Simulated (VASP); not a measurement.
```xyz
2
Lattice="2.9428 0.0000 0.0000 0.0000 2.9428 0.0000 0.0000 0.0000 2.9428" Properties=species:S:1:pos:R:3 pbc="T T T"
Al     1.4714     1.4714     1.4714
Ru     0.0000     0.0000     0.0000
```

Computed with PBE GGA with D3 dispersion (zero damping), VASP's PBE PAW potentials (set 64) (plane waves; VASP). Numerical set-up: 520 eV cut-off, 12×12×12 Γ-centred mesh, first-order Methfessel-Paxton smearing of 0.10 eV, potentials Al Ru_pv.

### Question
Give the stress tensor in GPa (positive for a compressed cell).

### Answer

```
6.92  0.00  0.00
0.00  6.92  0.00
0.00  0.00  6.92
```
The pressure is its mean diagonal, 6.92 GPa.

The compound is RuAl in the CsCl type structure. This cell is one point of a volume scan, at 0.97 of the reference volume. The electron count is odd and the run is not spin-polarised, which forces a metal.
